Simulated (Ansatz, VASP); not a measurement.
# Mo4Cl: VASP beside Ansatz

Aim: how closely do two programs agree when they are given the same cell, functional and k mesh? Of the first pair: The structure shown is the start of the Ansatz relaxation below; VASP solves that cell, so the two are compared at the walk's first step.

Program: Ansatz 0.2.0. Level of theory: plane waves, with VASP 6.6.1 beside it; single point at PBE. Results are calculated unless marked as measured.

## 1. The structure

The cell holds 5 atoms: 4 Mo and 1 Cl. Its edges and angles: a = 3.161 Å, b = 2.737 Å, c = 23.470 Å, α = 90.0°, β = 90.0°, γ = 54.7°. It derives from Mo. Vacuum lies along c.

Coordinates:

```cif
data_structure
_symmetry_space_group_name_H-M 'P 1'
_symmetry_Int_Tables_number 1
_cell_length_a 3.1608
_cell_length_b 2.7373
_cell_length_c 23.4703
_cell_angle_alpha 90.000
_cell_angle_beta 90.000
_cell_angle_gamma 54.736
_cell_volume 165.80
loop_
_atom_site_label
_atom_site_type_symbol
_atom_site_fract_x
_atom_site_fract_y
_atom_site_fract_z
_atom_site_occupancy
Mo1 Mo 0.50000 0.00000 0.31963 1
Mo2 Mo 0.00000 0.00000 0.41486 1
Mo3 Mo 0.50000 0.00000 0.51008 1
Mo4 Mo 0.00000 0.00000 0.60531 1
Cl5 Cl 0.37500 0.25000 0.68037 1
```

## 2. Ansatz: relaxation, PBE

Ansatz runs on its PAW soft_1 files.

The two programs are compared at the cell with which this relaxation starts, whose forces are those of its first step.

input.yaml

```yaml
crystal:
  lattice:
    - [3.1607549407, 0.0, 0.0]
    - [1.5803774704, 2.2349938243, 0.0]
    - [0.0, 0.0, 23.4702858364]
  atoms:
    - { symbol: Mo, position: [0.5, 0.0, 0.319629] }
    - { symbol: Mo, position: [0.0, 0.0, 0.414856] }
    - { symbol: Mo, position: [0.5, 0.0, 0.510082] }
    - { symbol: Mo, position: [0.0, 0.0, 0.605309] }
    - { symbol: Cl, position: [0.375, 0.25, 0.680371] }
  periodic: [true, true, false]
kpoints:
  mp_grid: { grid: [12, 12, 1] }
hamiltonian:
  xc: pbe
  pseudopotentials: { kind: paw, azcp: { folder: soft_1 } }
scf:
  occupations: { method: methfessel_paxton, width: 0.15 }
output:
  forces: true
  eigenvalues: true
relax:
  adjacent_minimum: "off"
  f_tol: 0.003
  max_steps: 120
  constraints: [{ sites: [0, 1] }]
```

Run with:

```
ansatz run input.yaml --threads 8 --pin off --max-ram 20480MiB --backend cpu --events-out ev --progress --plain --runs-dir out
```

Numbers of over 12 decimals in the logs are rounded to 6 here.

What it wrote:

```text
Warning: crystal.periodic: the lattice vector that does not repeat stood 0.000° off the slab's normal, 23.470 Å along it as the deck builds it. The run solves the slab on a vector along the normal, 40.733 Å long, with every atom where it was (on the deck's vector they left 15.00 Å outside them, and the widest stretch free of ions among them is 2.24 Å). A fractional position that the run reports is one of the run's ce [...]
The last accepted step is kept in <dir> (removed where the run ends without a failure and the disk answers)
crystal.periodic: the lattice vector that does not repeat stood 0.000° off the slab's normal, 23.470 Å along it as the deck builds it. The run solves the slab on a vector along the normal, 40.733 Å long, with every atom where it was (on the deck's vector they left 15.00 Å outside them, and the widest stretch free of ions among them is 2.24 Å). A fractional position that the run reports is one of the run's cell, which [...]
Engine: ansatz 0.2.0, aarch64-unknown-linux-gnu
Pseudopotentials: kind: paw
Pseudopotential: Mo, paw, valence charge 14, recommended cutoff 420 eV (normal), soft_1/Mo.paw.azcp
Pseudopotential: Cl, paw, valence charge 7, recommended cutoff 420 eV (normal), soft_1/Cl.paw.azcp
Functional definition: PBE
  parameter kappa = 0.804
  parameter beta = 0.066725
  exchange = pbe_x(kappa = kappa, mu = beta*pi^2/3)
  correlation = pbe_c(beta = beta)
Crystal: 5 atoms, lattice volume = 287.752 Å³
Basis set: ecut = 420 eV, 5703 PW (Γ), exchange–correlation on 48×40×576 points (8 copies of the dense FFT grid, shifted against one another)
Bands: 38, of which v1, the nominal top of the filled ones, is band 32 counted from 1 (31 counted from 0)
Symmetry: 2 space group operations
Space group: Cm (ITA 8), of the structure as read, at distance tolerance 6.6e-5 Å
k-points: 43 of 144 (time reversal used)
Non-local potential: Mo, projectors of the file, l = 0: 3, l = 1: 2, l = 2: 2, l = 3: 1
Non-local potential: Cl, projectors of the file, l = 0: 2, l = 1: 2, l = 2: 1
PAW form: soft (Blöchl's): semilocal exchange-correlation on the pseudo side does not see the compensation charge
PAW one-centre angular grid: Mo, 590 points (default); XC on 64 Gauss nodes
PAW one-centre angular grid: Cl, 110 points (default); XC on 64 Gauss nodes
Initial density: superposition of atomic densities (neutral atoms: chi_scale 0, normalization atom)
Initial wavefunctions: pseudopotential atomic-orbital guess
Functional: x = pbe(κ = 0.804, μ = 0.219515), c = pbe(β = 0.066725)
SCF iter   1: F=—  HF=-20905.691237 eV  |F-HF|=—  |Δ(HF+E_count)|=         —  Δρ=4.99e-2  dr2=2.29e1  ethr=3.10e-3  ⟨swp⟩=12.3  Hψ=11483  notcnv=0
[...]
SCF 4 converged in 5 iterations: F = -20902.516381 eV  dr2 = 1.43e-5
  greatest PAW one-centre occupation: 0.999 electrons in one spin orbital (limit 2), on the Mo atom at site 2 (counted from 0), in its partial waves of l = 0
relax step   4: F+E_penalty+E_count = -20902.51638058 eV  Δ(F+E_penalty+E_count) = -4.352e-3 eV  max|allowed force component| = 2.394e-1 eV/Å  Δτ_max = 0.0580 Å  (5 SCF iters, dr2 threshold 2.88e-5 eV, accepted)
[...]
relax step   5: F+E_penalty+E_count = -20902.51836749 eV  Δ(F+E_penalty+E_count) = -1.987e-3 eV  max|allowed force component| = 1.296e-2 eV/Å  Δτ_max = 0.0153 Å  (5 SCF iters, dr2 threshold 1.46e-5 eV, accepted)
[...]
relax step   6: F+E_penalty+E_count = -20902.51837323 eV  Δ(F+E_penalty+E_count) = -5.743e-6 eV  max|allowed force component| = 1.324e-2 eV/Å  Δτ_max = 0.0000 Å  (5 SCF iters, accepted)
[...]
relax step   7: F+E_penalty+E_count = -20902.51838523 eV  Δ(F+E_penalty+E_count) = -1.200e-5 eV  max|allowed force component| = 3.185e-3 eV/Å  Δτ_max = 0.0033 Å  (6 SCF iters, dr2 threshold 1.10e-8 eV, accepted)
[...]
relax step   8: F+E_penalty+E_count = -20902.51838643 eV  Δ(F+E_penalty+E_count) = -1.196e-6 eV  max|allowed force component| = 1.494e-4 eV/Å  Δτ_max = 0.0010 Å  (5 SCF iters, accepted)
SCF converged after 5 iterations
Stability not checked: this state was not tested for a lower state beside it, because cold or Methfessel-Paxton smearing, or corrected tetrahedra, fill the levels in a way that the test cannot read (fill_not_monotonic; see scf.lower_state_search)
Free energy (F): -20902.518386 eV
Harris-Foulkes:  -20902.518386 eV  (|F-HF|=3.79e-9)
Internal energy: -20902.519238 eV  (E = F + TS)
E sigma→0 (E₀):  -20902.518599 eV
Entropy (-TS):   0.000852 eV (0.170 meV/atom)
Fermi energy:    -4.417085 eV
--- Per-component energies (eV) ---
  E_band       = -1741.182953
  E_kinetic    = 1842.577308
  E_local      = -351451.063933  (includes V_loc(G=0)·N_el)
  E_nonlocal   = 626.029359
  E_hartree    = 174439.015338
  E_xc         = -811.809772
  E_vxc        = -994.606187  (∫ρ·V_xc dr)
  E_paw        = -13506.648086  (= ΣΔE_a)
  E_vpaw       = -642.144759  (= ΣTr[D̂ρ^β])
  E_aug_tail   = 0.000314  (compensation charges beyond the density's cutoff)
  E_ewald      = 167959.380233
  E_smearing   = 0.000852  (= −TS)
  E_closure    = -0.000000  (closes the sum)
  Σ components = -20902.518386   (vs F -20902.518386, Δ=0.00e0)
--- Forces (eV/Å), atoms counted from 1 ---
  atom   1  Mo     0.00000000     0.02172143     0.65816273
  atom   2  Mo    -0.00000000    -0.02148247    -0.65807069
  atom   3  Mo    -0.00000000    -0.00010144    -0.00000388
  atom   4  Mo    -0.00000000    -0.00014941     0.00002021
  atom   5  Cl     0.00000000     0.00001702    -0.00010214
  max |Σ_I F_I| component: 6.23e-6 eV/Å
--- Band table (eV; the first three rows and the last of 43) ---
  k-point 0: bands = [... 28 lower, -5.8872, -5.8102, -5.2245, -5.1619, -4.0490, -3.6577, -3.4669, -3.1701, ... 2 higher]
  k-point 1: bands = [... 28 lower, -5.7828, -5.6952, -5.4290, -5.2929, -4.5596, -4.1047, -4.0620, -3.7558, ... 2 higher]
  k-point 2: bands = [... 28 lower, -5.9263, -5.8013, -5.4928, -5.1336, -4.9194, -4.8767, -4.5580, -4.2475, ... 2 higher]
  k-point 42: bands = [... 28 lower, -5.8656, -5.7060, -5.4389, -5.1861, -4.2252, -3.8003, -3.0639, -2.8341, ... 2 higher]
--- Relaxed structure (8 steps of the walk, 8 accepted, 0 SCFs on fresh bases) ---
  F+E_penalty+E_count = -20902.51838643 eV   max|allowed force component| = 1.494e-4 eV/Å
  cell:  # Å, volume = 287.7519 Å³
    - [3.1607549407, -3.535536102853424e-11, 0.0]
    - [1.580377470375, 2.234994, 0.0]
    - [0.0, 0.0, 40.733436]
  atoms:
    - { symbol: Mo, position: [0.5, 0.0, 0.184168] }
    - { symbol: Mo, position: [0.0, 0.0, 0.239037] }
    - { symbol: Mo, position: [0.502501, -0.00500129, 0.293689] }
    - { symbol: Mo, position: [0.016378, -0.032757, 0.347832] }
    - { symbol: Cl, position: [0.359505, 0.280990, 0.394218] }
```

Reading the cycles: dr2 is the Hartree energy of the density residual (eV), the measure of convergence; HF is the Harris–Foulkes estimate of the energy, which meets the free energy F at convergence.

## 3. VASP: single point, PBE, start cell, pair 1

The same cell, functional, mesh and smearing now go to VASP, with its own data sets.

Lines of VASP's logs that name or quote its potential files are left out, and so is its time.

INCAR

```
SYSTEM = Mo4Cl
PREC = Accurate
ENCUT = 400
EDIFF = 1E-06
NELM = 120
ISMEAR = 1
SIGMA = 0.15
LREAL = .FALSE.
ALGO = Normal
GGA = PE
NBANDS = 39
LASPH = .TRUE.
LORBIT = 11
LWAVE = .FALSE.
LCHARG = .FALSE.
ISIF = 2
LDIPOL = .TRUE.
IDIPOL = 3
DIPOL = 0.5 0.5 0.508
LVHAR = .TRUE.
GGA_COMPAT = .FALSE.
NELMDL = -8
KPAR = 2
```

POSCAR

```
Mo4Cl
1.0
    3.1607549407      0.0000000000      0.0000000000
    1.5803774704      2.2349938243      0.0000000000
    0.0000000000      0.0000000000     23.4702858364
Mo Cl
4 1
Direct
    0.4999998511      0.0000000000      0.3196290004
    0.9999998511      0.0000000000      0.4148560042
    0.4999998511      0.0000000000      0.5100819855
    0.9999998511      0.0000000000      0.6053089894
    0.3749999532      0.2499997959      0.6803710066
```

KPOINTS

```
Automatic mesh
0
Gamma
12 12 1
0 0 0
```

Potentials, in the order of the species: Mo_sv and Cl (PBE family, release 64).

Run with:

```
mpirun -np 2 vasp_std
```

What it wrote:

```text
[banner, memory and clock lines left out]
running    2 mpi-ranks, on    1 nodes
 distrk:  each k-point on    1 cores,    2 groups
 distr:  one band on    1 cores,    1 groups

 POSCAR found type information on POSCAR MoCl
 POSCAR found :  2 types and       5 ions
 LDA part: xc-table for (Slater+PW92), standard interpolation
 POSCAR, INCAR and KPOINTS ok, starting setup
 FFT: planning ... GRIDC
 FFT: planning ... GRID_SOFT
 FFT: planning ... GRID
 WAVECAR not read
 entering main loop
       N       E                     dE             d eps       ncg     rms          rms(c)
DAV:   1     0.568598259093E+03    0.56860E+03   -0.35947E+04  4354   0.123E+03
DAV:   2    -0.236858598705E+02   -0.59228E+03   -0.57329E+03  3970   0.406E+02
DAV:   3    -0.468727890674E+02   -0.23187E+02   -0.22079E+02  4285   0.687E+01
DAV:   4    -0.476790709793E+02   -0.80628E+00   -0.78761E+00  4285   0.109E+01
DAV:   5    -0.477073108759E+02   -0.28240E-01   -0.28109E-01  4264   0.175E+00
DAV:   6    -0.477085313216E+02   -0.12204E-02   -0.12196E-02  4529   0.311E-01
DAV:   7    -0.477085606444E+02   -0.29323E-04   -0.29309E-04  3953   0.432E-02
DAV:   8    -0.477085620656E+02   -0.14211E-05   -0.14209E-05  3450   0.772E-03    0.302E+01
DAV:   9    -0.488013359420E+02   -0.10928E+01   -0.24886E+01  4489   0.318E+01    0.211E+01
DAV:  10    -0.136622965289E+03   -0.87822E+02   -0.67046E+02  5122   0.675E+01    0.541E+01
DAV:  11    -0.517765917069E+02    0.84846E+02   -0.47928E+02  4968   0.513E+01    0.264E+01
DAV:  12    -0.467941582749E+02    0.49824E+01   -0.95497E+01  4313   0.340E+01    0.117E+01
DAV:  13    -0.452919487633E+02    0.15022E+01   -0.20483E+01  4405   0.179E+01    0.753E+00
DAV:  14    -0.448538180887E+02    0.43813E+00   -0.49709E+00  4294   0.940E+00    0.676E+00
[...]
DAV:  29    -0.442601418540E+02   -0.26710E-05   -0.16171E-05  3302   0.201E-02    0.165E-02
DAV:  30    -0.442601539694E+02   -0.12115E-04   -0.29785E-06  3401   0.794E-03    0.118E-02
DAV:  31    -0.442601584058E+02   -0.44364E-05   -0.70379E-07  2597   0.416E-03    0.945E-03
DAV:  32    -0.442601654632E+02   -0.70575E-05   -0.21497E-06  3225   0.736E-03    0.499E-03
DAV:  33    -0.442601715752E+02   -0.61120E-05   -0.12637E-06  2651   0.578E-03    0.265E-03
DAV:  34    -0.442601733048E+02   -0.17296E-05   -0.29855E-07  2133   0.287E-03    0.272E-03
DAV:  35    -0.442601751794E+02   -0.18745E-05   -0.21100E-07  2138   0.202E-03    0.636E-04
DAV:  36    -0.442601756777E+02   -0.49834E-06   -0.70142E-08  2013   0.105E-03
   1 F= -.44260176E+02 E0= -.44261302E+02  d E =0.337960E-02
```

From OUTCAR (step 3):

```text
ion  position               nearest neighbor table
   1  0.500  0.000  0.320-   2 2.74   2 2.74   2 3.16   2 3.16
   2  1.000  0.000  0.415-   3 2.74   3 2.74   1 2.74   1 2.74   3 3.16   3 3.16   1 3.16   1 3.16

  LATTYP: Found a base centered orthorhombic cell.
 ALAT       =     3.1607549407
 B/A-ratio  =     1.4142151899
 C/A-ratio  =     7.4255316457

 Subroutine GETGRP returns: Found  2 space group operations
 (whereof  2 operations were pure point group operations)

The static configuration has the point symmetry C_1h.

 Found     43 irreducible k-points:

   k-points           NKPTS =     43   k-points in BZ     NKDIM =     43   number of bands    NBANDS=     39

   dimension x,y,z NGX =    24 NGY =   18 NGZ =  160
   dimension x,y,z NGXF=    48 NGYF=   36 NGZF=  320

   ENCUT  =  400.0 eV  29.40 Ry    5.42 a.u.   5.15  4.46 38.27*2*pi/ulx,y,z

   NELECT =      63.0000    total number of electrons

 k-points in reciprocal lattice and weights: Automatic mesh
   0.00000000  0.00000000  0.00000000       0.007
   0.08333333  0.00000000  0.00000000       0.028
   0.16666667  0.00000000  0.00000000       0.028
   0.25000000  0.00000000  0.00000000       0.028
   0.33333333  0.00000000  0.00000000       0.028
   0.41666667  0.00000000  0.00000000       0.028
   0.50000000  0.00000000  0.00000000       0.014
   0.00000000  0.08333333  0.00000000       0.014
   0.16666667  0.08333333  0.00000000       0.014
[...]
-0.08333333  0.41666667  0.00000000       0.028
   0.00000000  0.50000000  0.00000000       0.007

 dipolmoment           0.000000      0.000000     -0.032672 electrons x Angstroem

 average (electrostatic) potential at core
       1 -78.2820       2 -78.4874       3 -78.4078       4 -78.8222       5 -94.3638

 E-fermi :   3.4174

 k-point     1 :       0.0000    0.0000    0.0000
  band No.  band energies     occupation
    ...
     28       1.7448      2.00000
     29       1.8279      2.00000
     30       2.0165      2.00000
     31       2.5779      2.00000
     32       2.6114      2.00000
     33       3.8779     -0.00013
     34       4.1029     -0.00000
     35       4.3100     -0.00000
     36       4.6580     -0.00000
     37       4.7366     -0.00000
    ...

 k-point     2 :       0.0833    0.0000    0.0000
  band No.  band energies     occupation
    ...
     28       1.6294      2.00000
     29       1.8123      2.00000
     30       2.0869      2.00000
     31       2.3235      2.00000
     32       2.7501      2.00000
     33       3.6628     -0.04288
     34       4.0202     -0.00000
     35       4.1540     -0.00000
     36       4.5075     -0.00000
     37       4.6399     -0.00000
    ...

 k-point     3 :       0.1667    0.0000    0.0000
  band No.  band energies     occupation
    ...
     29       1.5553      2.00000
     30       1.7717      2.00000
     31       2.5802      2.00000
     32       2.7397      2.00000
     33       3.2646      2.05393
     34       4.0190     -0.00000
     35       4.3357     -0.00000
     36       4.3854     -0.00000
     37       4.5837     -0.00000
     38       4.7645     -0.00000
    ...

  Total        1.5089629      5.3125663      0.0297858      0.0000000      0.5843195      0.0000000
  in kB       14.5815471     51.3368731      0.2878287      0.0000000      5.6464495      0.0000000
  external PRESSURE =      22.0687496 kB  Pullay stress =       0.0000000 kB

  energy-cutoff  :      400.00
  volume of cell :      165.80
      direct lattice vectors                 reciprocal lattice vectors
     3.160754941  0.000000000  0.000000000     0.316380111 -0.223714265  0.000000000
     1.580377470  2.234993824  0.000000000     0.000000000  0.447428529  0.000000000
     0.000000000  0.000000000 23.470285836     0.000000000  0.000000000  0.042607065

 POSITION                                       TOTAL-FORCE (eV/Angst)
 -----------------------------------------------------------------------------------
      1.58038      0.00000      7.50178         0.000000      0.040021      0.663517
      3.16075      0.00000      9.73679        -0.000000     -0.012099     -0.575357
      1.58038      0.00000     11.97177         0.000000      0.169023     -0.138821
      3.16075      0.00000     14.20678        -0.000000     -0.864325     -1.099086
      1.58038      0.55875     15.96850         0.000000      0.667381      1.149747
 -----------------------------------------------------------------------------------
    total drift:                                0.003642      0.000075      0.000723

  FREE ENERGIE OF THE ION-ELECTRON SYSTEM (eV)
  ---------------------------------------------------
  free  energy   TOTEN  =       -44.2601756777 eV

  energy  without entropy=      -44.2635552808  energy(sigma->0) =      -44.26130221

 vacuum level on the upper side and lower side of the slab         7.168         8.006

 total charge
# of ion       s       p       d       tot
------------------------------------------
    1        2.372   6.127   3.867  12.366
    2        2.376   6.201   3.886  12.463
    3        2.375   6.204   3.897  12.476
    4        2.329   6.198   4.004  12.530
    5        1.622   3.542   0.000   5.163
--------------------------------------------------
tot         11.073  28.272  15.654  54.998

[... 3 further parts left out ...]
```

This run has no spin polarisation, so a moment on Mo, if there is one, isn't seen. Its electron count is odd, so without a moment it is a metal by construction.

## 4. Differences

Known differences besides the potentials themselves: Ansatz cuts the interaction across the vacuum, VASP repeats the sheet with a dipole correction; the cutoff is 420 eV in Ansatz and 400 eV in VASP. Total energies have different zeros and are not compared.

Forces (eV/Å; atoms numbered as in POSCAR):

```
atom         Ansatz x, y, z           VASP x, y, z
 Mo1    0.000, 0.040, 0.686    0.000, 0.040, 0.664
 Mo2  0.000, -0.012, -0.572  0.000, -0.012, -0.575
 Mo3   0.000, 0.169, -0.145   0.000, 0.169, -0.139
 Mo4  0.000, -0.864, -1.096  0.000, -0.864, -1.099
 Cl5    0.000, 0.668, 1.127    0.000, 0.667, 1.150
```

The forces differ by 8.5 meV/Å r.m.s., which is 1.5 % of the r.m.s. force of 0.550 eV/Å (both taken over all components). With vacuum in the cell, a pressure given here is an average over mostly empty space and none of the material.

## 5. Ansatz: relaxation, PBE

This run makes the geometry at which the two programs are then compared.

The structure compared here is the end of the Ansatz relaxation.

input.yaml is that of step 2.

Run with:

```
ansatz run input.yaml --threads 8 --pin off --max-ram 20480MiB --backend cpu --events-out ev --progress --plain --runs-dir out
```

What it wrote:

```text
[...]
Crystal: 5 atoms, lattice volume = 287.752 Å³
Basis set: ecut = 420 eV, 5703 PW (Γ), exchange–correlation on 48×40×576 points (8 copies of the dense FFT grid, shifted against one another)
Bands: 38, of which v1, the nominal top of the filled ones, is band 32 counted from 1 (31 counted from 0)
Symmetry: 2 space group operations
[...]
k-points: 43 of 144 (time reversal used)
[...]
F+E_penalty+E_count = -20902.51838643 eV   max|allowed force component| = 1.494e-4 eV/Å
  cell:  # Å, volume = 287.7519 Å³
    - [3.1607549407, -3.535536102853424e-11, 0.0]
    - [1.580377470375, 2.234994, 0.0]
    - [0.0, 0.0, 40.733436]
  atoms:
    - { symbol: Mo, position: [0.5, 0.0, 0.184168] }
    - { symbol: Mo, position: [0.0, 0.0, 0.239037] }
    - { symbol: Mo, position: [0.502501, -0.00500129, 0.293689] }
    - { symbol: Mo, position: [0.016378, -0.032757, 0.347832] }
    - { symbol: Cl, position: [0.359505, 0.280990, 0.394218] }
[key lines of the parts left out:]
SCF converged after 5 iterations
Free energy (F): -20902.518386 eV
Fermi energy:    -4.417085 eV
```

(Part 1 of 2 ends here.)

[Lines on the potential files, build, host, timing and source positions are cut from VASP's logs without a mark.]

[Logs are printed without paths, hosts, clocks, repeated set-up lines and the standing remarks that a program may print on its own settings, such as how far it seeks lower states.]

[Hosts, paths, dates, database ids (printed as entryN), source tags and the programs' standing remarks are cut or masked in the printed files.]
